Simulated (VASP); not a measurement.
Given:

```
CELL_PARAMETERS angstrom
      3.17414     0.00000     0.00000
      0.00000     4.94697     0.00000
      0.00000     0.00000     5.25201
ATOMIC_POSITIONS crystal
  Mg 0.00000 0.00000 0.66918
  Mg 0.00000 0.50000 0.32706
  Mg 0.50000 0.50000 0.83500
  Al 0.50000 0.00000 0.16876
```

Computed with PBEsol GGA, VASP's PBE PAW potentials (set 64) (plane waves; VASP). Numerical set-up: 400 eV cut-off, 11×7×7 Γ-centred mesh, tetrahedra with Blöchl corrections, potentials Mg Al.

The cores are frozen, which limits the accuracy of field gradients.

Q: Give the principal components of the electric field gradient (V/Å²) and the asymmetry η at each nucleus.

A: 
```json
[
 {"atom": "Mg1", "Vxx": "0.8", "Vyy": "0.0", "Vzz": "-0.8", "η": "0.97"},
 {"atom": "Mg2", "Vxx": "1.6", "Vyy": "0.9", "Vzz": "-2.5", "η": "0.26"},
 {"atom": "Mg3", "Vxx": "-1.3", "Vyy": "-0.4", "Vzz": "1.7", "η": "0.52"},
 {"atom": "Al4", "Vxx": "-4.4", "Vyy": "-4.1", "Vzz": "8.5", "η": "0.03"}
]
```

The structure comes from a computed database's Mg3Al entry (Pmm2); how it stands against other phases isn't given here. It was relaxed first.
